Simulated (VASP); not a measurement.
Output of a VASP run:

### OSZICAR
```
       N       E                     dE             d eps       ncg     rms          rms(c)
DAV:   1     0.149669311098E+03    0.14967E+03   -0.92459E+03   538   0.859E+02
DAV:   2     0.382042917872E+00   -0.14929E+03   -0.14785E+03   601   0.239E+02
DAV:   3    -0.128053302902E+02   -0.13187E+02   -0.13127E+02   518   0.850E+01
DAV:   4    -0.131160012826E+02   -0.31067E+00   -0.31051E+00   649   0.149E+01
DAV:   5    -0.131223194865E+02   -0.63182E-02   -0.63179E-02   676   0.184E+00    0.510E+00
DAV:   6    -0.128438661449E+02    0.27845E+00   -0.60229E-01   674   0.907E+00    0.324E+00
DAV:   7    -0.128088655453E+02    0.35001E-01   -0.23859E-01   588   0.375E+00    0.518E-01
DAV:   8    -0.128050542228E+02    0.38113E-02   -0.24809E-02   628   0.180E+00    0.263E-01
DAV:   9    -0.128050331923E+02    0.21031E-04   -0.20062E-03   596   0.299E-01    0.598E-02
DAV:  10    -0.128050068593E+02    0.26333E-04   -0.16498E-04   676   0.137E-01    0.316E-02
DAV:  11    -0.128049844257E+02    0.22434E-04   -0.10507E-04   612   0.517E-02    0.112E-02
DAV:  12    -0.128049925353E+02   -0.81097E-05   -0.13849E-05   628   0.185E-02    0.102E-02
DAV:  13    -0.128050366020E+02   -0.44067E-04   -0.32995E-05   512   0.199E-02    0.494E-03
DAV:  14    -0.128050559228E+02   -0.19321E-04   -0.28331E-06   468   0.721E-03    0.406E-03
DAV:  15    -0.128050815940E+02   -0.25671E-04   -0.53384E-06   489   0.887E-03    0.181E-03
DAV:  16    -0.128050862047E+02   -0.46107E-05   -0.22010E-07   523   0.213E-03    0.107E-03
DAV:  17    -0.128050999761E+02   -0.13771E-04   -0.12949E-06   512   0.402E-03    0.102E-03
DAV:  18    -0.128051063243E+02   -0.63482E-05   -0.10738E-07   425   0.114E-03    0.678E-04
DAV:  19    -0.128051126667E+02   -0.63424E-05   -0.25736E-07   413   0.173E-03    0.141E-04
DAV:  20    -0.128051142586E+02   -0.15918E-05   -0.55437E-08   464   0.725E-04    0.138E-04
DAV:  21    -0.128051146901E+02   -0.43152E-06   -0.10961E-08   420   0.359E-04
   1 F= -.12805115E+02 E0= -.12803679E+02  d E =-.287085E-02
```

**OUTCAR**
```
------------------------ aborting loop because EDIFF is reached ----------------------------------------
  FORCE on cell =-STRESS in cart. coord.  units (eV):
  Direction    XX          YY          ZZ          XY          YZ          ZX
  --------------------------------------------------------------------------------------
  Total        0.3302195      0.7305750      1.0991060      0.0781496      0.5527805     -0.4695628
  in kB        2.3209825      5.1349230      7.7251813      0.5492829      3.8852757     -3.3003716
  external PRESSURE =       5.0603623 kB  Pullay stress =       0.0000000 kB
  volume of cell :      227.95
      direct lattice vectors                 reciprocal lattice vectors
     3.812463000  0.000000000  0.000000000     0.262297628  0.151437557  0.000000000
    -1.906231000  3.301690000  0.000000000     0.000000000  0.302875194  0.000000000
     0.000000000  0.000000000 18.109211000     0.000000000  0.000000000  0.055220517
 POSITION                                       TOTAL-FORCE (eV/Angst)
 -----------------------------------------------------------------------------------
      0.04527      0.06777      9.09287        -0.385471     -0.738228     -0.680712
      0.00829      2.13585     10.60921         0.046764      0.555956      0.731447
      1.85267      1.09807      7.50000         0.338707      0.182272     -0.050734
 -----------------------------------------------------------------------------------
    total drift:                                0.001118     -0.000220      0.000014
  FREE ENERGIE OF THE ION-ELECTRON SYSTEM (eV)
  ---------------------------------------------------
  free  energy   TOTEN  =       -12.8051146901 eV

  energy  without entropy=      -12.8022438426  energy(sigma->0) =      -12.80367927
```
(Selected blocks of OUTCAR.)

**POSCAR**
```
SnSe2
1
    3.8124630000     0.0000000000     0.0000000000
   -1.9062310000     3.3016900000     0.0000000000
    0.0000000000     0.0000000000    18.1092110000
Sn Se
1 2
Direct
  0.0221390000   0.0205270000   0.5021130000
  0.3256210000   0.6468950000   0.5858460000
  0.6522400000   0.3325780000   0.4141540000
```

Question: Reconstruct the remaining input files.

Answer: Several could match; the one computed here: the input of the run itself, PBEsol GGA, plane waves, VASP's PBE PAW potentials (set 64).

File KPOINTS:
```
Automatic mesh
0
Gamma
  5 5 1
0 0 0
```

### INCAR
```
! general
SYSTEM  = SnSe2
PREC    = Accurate
ENCUT   = 300
LREAL   = F   ! projection in real space or not
LASPH   = T   ! aspherical one-centre terms

! electronic loop
EDIFF   = 1E-6   ! SCF stop (eV)
NELM    = 100   ! most electronic steps
ALGO    = Normal   ! blocked Davidson
LMAXMIX = 4   ! l cut-off of mixed one-centre charges

! smearing
ISMEAR  = 0
SIGMA   = 0.272   ! width (eV)

! functional
GGA     = PS

! ions
ISIF    = 2   ! forces and stress, cell fixed

! output
LWAVE   = F
LCHARG  = F
```

POTCAR, in this order: Sn_d Se (PBE.64 set). Program: vasp_std.

At this cut-off the stress carries a Pulay error, which pulls relaxed volumes low. The cell holds a wide vacuum, so values per volume refer to the whole cell.

The cell is a sheet with vacuum, built from a generated structure.
